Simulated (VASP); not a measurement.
OSZICAR of a VASP run on CaO (rock salt):

OSZICAR:
```
       N       E                     dE             d eps       ncg     rms          rms(c)
DAV:   1     0.132978388659E+03    0.13298E+03   -0.86567E+03  1128   0.136E+03
DAV:   2    -0.747525563908E+01   -0.14045E+03   -0.13134E+03  1304   0.336E+02
DAV:   3    -0.142695363234E+02   -0.67943E+01   -0.67439E+01  1444   0.776E+01
DAV:   4    -0.145137324273E+02   -0.24420E+00   -0.24401E+00  1660   0.133E+01
DAV:   5    -0.145161107329E+02   -0.23783E-02   -0.23781E-02  1360   0.148E+00    0.857E+00
DAV:   6    -0.128510401892E+02    0.16651E+01   -0.88162E+00  1300   0.275E+01    0.369E+00
DAV:   7    -0.128062604382E+02    0.44780E-01   -0.73350E-01  1552   0.836E+00    0.175E+00
DAV:   8    -0.128074124228E+02   -0.11520E-02   -0.83753E-02  1200   0.327E+00    0.441E-01
DAV:   9    -0.128052578204E+02    0.21546E-02   -0.26234E-02  1408   0.131E+00    0.139E-01
DAV:  10    -0.128057062583E+02   -0.44844E-03   -0.23492E-03  1216   0.485E-01    0.263E-02
DAV:  11    -0.128057567277E+02   -0.50469E-04   -0.38283E-04  1592   0.160E-01    0.305E-02
DAV:  12    -0.128057415753E+02    0.15152E-04   -0.62068E-05  1320   0.844E-02    0.470E-03
DAV:  13    -0.128057414783E+02    0.96955E-07   -0.42073E-06  1500   0.203E-02    0.900E-04
DAV:  14    -0.128057413476E+02    0.13071E-06   -0.19886E-07  1316   0.491E-03    0.366E-04
DAV:  15    -0.128057414375E+02   -0.89902E-07   -0.37210E-08   692   0.245E-03
   1 F= -.13338638E+02 E0= -.13338638E+02  d E =-.798434E-11
```

Q: Which electronic solver shows in the log?

A: It is blocked Davidson (ALGO = Normal, or the opening steps of other solvers). The INCAR had ALGO = Normal.

Q: Can the final energy be trusted as converged?

A: The run converged. It stopped with EDIFF = 1E-7, NELM = 100 (PBE GGA with D3 dispersion (Becke-Johnson damping), plane waves, VASP's PBE PAW potentials (set 64)).

The compound is CaO in the rock salt structure. This cell is one point of a volume scan, at 1.03 of the reference volume.
